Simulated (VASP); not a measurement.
Consider the following.

```
CELL_PARAMETERS angstrom
      0.00000     2.86827     2.86827
      2.86827     0.00000     2.86827
      2.86827     2.86827     0.00000
ATOMIC_POSITIONS crystal
  Ga 0.00000 0.00000 0.00000
  As 0.25000 0.25000 0.25000
```

The numbers are results of PBE GGA with D3 dispersion (Becke-Johnson damping), VASP's PBE PAW potentials (set 64) (plane waves; VASP), not measurements. Settings: 520 eV cut-off, 8×8×8 Γ-centred mesh, Gaussian smearing of 0.050 eV, potentials Ga_d As.

**Question.** Give the stress tensor in GPa (positive for a compressed cell).

**Answer.** 
```
-1.86   0.00   0.00
 0.00  -1.86   0.00
 0.00   0.00  -1.86
```
The pressure is its mean diagonal, -1.86 GPa.

The compound is GaAs in the zinc blende structure. This cell is one point of a volume scan, at 1.03 of the reference volume.
